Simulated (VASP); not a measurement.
Computed with PBE GGA with D3 dispersion (Becke-Johnson damping), VASP's PBE PAW potentials (set 64) (plane waves; VASP 6.6.1).

A VASP calculation is set up with these files.

### INCAR
```
ALGO = Normal
EDIFF = 1E-7
ENCUT = 520
GGA = PE
ISIF = 2
ISMEAR = -5
IVDW = 12
LASPH = .TRUE.
LCHARG = .TRUE.
LEFG = .TRUE.
LMAXMIX = 4
LORBIT = 11
LREAL = .FALSE.
LWAVE = .FALSE.
NEDOS = 601
NELM = 100
PREC = Accurate
SYSTEM = MgI2
```

File KPOINTS:
```
Automatic mesh
0
Gamma
7 7 4
0 0 0
```

**POSCAR**
```
MgI2
4.1226880
  0.5000000465  -0.8660253831   0.0000000000
  0.5000000465   0.8660253831   0.0000000000
  0.0000000000   0.0000000000   1.6678040748
Mg I
1 2
Cart
  0.0000000000   0.0000000000   0.0000000000
  0.5000000465   0.2886757050   0.4062282592
  0.5000000465  -0.2886757050   1.2615758156
```

POTCAR, in this order: Mg I (PBE.64 set). Program: vasp_std.

The run wrote:

### OSZICAR
```
       N       E                     dE             d eps       ncg     rms          rms(c)
DAV:   1     0.812589511018E+02    0.81259E+02   -0.59818E+03   672   0.106E+03
DAV:   2    -0.155898121842E+01   -0.82818E+02   -0.77407E+02   952   0.153E+02
DAV:   3    -0.770889795134E+01   -0.61499E+01   -0.61228E+01   848   0.494E+01
DAV:   4    -0.782819652760E+01   -0.11930E+00   -0.11925E+00   904   0.851E+00
DAV:   5    -0.782993571120E+01   -0.17392E-02   -0.17391E-02   844   0.102E+00    0.412E+00
DAV:   6    -0.770988317640E+01    0.12005E+00   -0.14157E-01   744   0.209E+00    0.283E+00
DAV:   7    -0.768744308128E+01    0.22440E-01   -0.14001E-01   784   0.214E+00    0.712E-01
DAV:   8    -0.768556543209E+01    0.18776E-02   -0.96757E-03   760   0.603E-01    0.244E-01
DAV:   9    -0.768571686728E+01   -0.15144E-03   -0.95154E-04   844   0.224E-01    0.980E-02
DAV:  10    -0.768570325419E+01    0.13613E-04   -0.32323E-05   824   0.490E-02    0.387E-02
DAV:  11    -0.768571079209E+01   -0.75379E-05   -0.20017E-05   760   0.339E-02    0.326E-02
DAV:  12    -0.768571128659E+01   -0.49450E-06   -0.14261E-06   844   0.724E-03    0.102E-02
DAV:  13    -0.768571125780E+01    0.28784E-07   -0.16228E-08   568   0.118E-03
   1 F= -.86266666E+01 E0= -.86266666E+01  d E =0.000000E+00
```

File OUTCAR:
```
------------------------ aborting loop because EDIFF is reached ----------------------------------------
 Edisp (eV)   -0.94096
  FORCE on cell =-STRESS in cart. coord.  units (eV):
  Direction    XX          YY          ZZ          XY          YZ          ZX
  --------------------------------------------------------------------------------------
  Total      -0.00726    -0.00726    -0.03606     0.00000     0.00000     0.00000
  in kB      -0.11496    -0.11496    -0.57085     0.00000     0.00000     0.00000
  external pressure =       -0.27 kB  Pullay stress =        0.00 kB
  volume of cell :      101.21
      direct lattice vectors                 reciprocal lattice vectors
     2.061344192 -3.570352454  0.000000000     0.242560171 -0.140042197  0.000000000
     2.061344192  3.570352454  0.000000000     0.242560171  0.140042197  0.000000000
     0.000000000  0.000000000  6.875835846     0.000000000  0.000000000  0.145436864
 POSITION                                       TOTAL-FORCE (eV/Angst)
 -----------------------------------------------------------------------------------
      0.00000      0.00000      0.00000         0.000000     -0.000000      0.000000
      2.06134      1.19012      1.67475        -0.000000      0.000000      0.020663
      2.06134     -1.19012      5.20108        -0.000000      0.000000     -0.020663
 -----------------------------------------------------------------------------------
    total drift:                               -0.000000     -0.000000      0.000000
  FREE ENERGIE OF THE ION-ELECTRON SYSTEM (eV)
  ---------------------------------------------------
  free  energy   TOTEN  =        -8.6266665830 eV

  energy  without entropy=       -8.6266665830  energy(sigma->0) =       -8.62666658

 total charge

# of ion       s       p       d       tot
------------------------------------------
    1        0.140   0.114   0.029   0.284
    2        1.506   2.827   0.013   4.347
    3        1.506   2.827   0.013   4.347
--------------------------------------------------
tot          3.153   5.769   0.056   8.978

 Electric field gradients after diagonalization (V/A^2)
 (convention: |V_zz| > |V_xx| > |V_yy|)
----------------------------------------------------------------------
 ion       V_xx      V_yy      V_zz     asymmetry (V_yy - V_xx)/ V_zz
----------------------------------------------------------------------
   1       0.023     0.023    -0.047       0.002
   2      18.020    18.019   -36.039       0.000
   3      18.020    18.019   -36.039       0.000
```
(Selected blocks of OUTCAR.)

File OUTCAR:
```
 val. band max:        2.4040931731   @ k =   0.0000   0.0000   0.0000

 cond. band min:       5.9757984930   @ k =  -0.0000   0.4286   0.2500


 Fermi energy:         2.4090883931

 k-point     1 :       0.0000    0.0000    0.0000
  band No.  band energies     occupation
      1      -9.6956      2.00000
      2      -8.9780      2.00000
      3      -1.1842      2.00000
      4       2.0091      2.00000
      5       2.0091      2.00000
      6       2.3900      2.00000
      7       2.3900      2.00000
      8       2.4041      2.00000
      9       6.1923      0.00000
     10       7.2481      0.00000
     11       9.1821      0.00000
     12       9.1821      0.00000

 k-point     2 :       0.1429    0.0000    0.0000
  band No.  band energies     occupation
      1      -9.5863      2.00000
      2      -8.9196      2.00000
      3      -1.0333      2.00000
      4       1.2091      2.00000
      5       1.6869      2.00000
      6       1.7606      2.00000
      7       2.3359      2.00000
      8       2.3482      2.00000
      9       6.9373      0.00000
     10       7.8617      0.00000
     11       8.5855      0.00000
     12       9.4782      0.00000

 k-point     3 :       0.2857   -0.0000    0.0000
  band No.  band energies     occupation
      1      -9.3058      2.00000
      2      -8.7962      2.00000
      3      -0.7332      2.00000
      4      -0.0184      2.00000
      5       0.6382      2.00000
      6       1.3528      2.00000
      7       2.0707      2.00000
      8       2.1651      2.00000
      9       6.7667      0.00000
     10       7.9332      0.00000
     11       8.5653      0.00000
     12       9.6073      0.00000

 k-point     4 :       0.4286   -0.0000    0.0000
  band No.  band energies     occupation
      1      -9.0106      2.00000
      2      -8.7353      2.00000
      3      -1.1186      2.00000
      4      -0.3811      2.00000
      5       0.4206      2.00000
      6       1.0916      2.00000
...
```

Unless said otherwise, spin-orbit coupling is left out, though it shifts the bands of the heavy elements here.

The compound is MgI2 in the 1T layered structure. It was relaxed first.
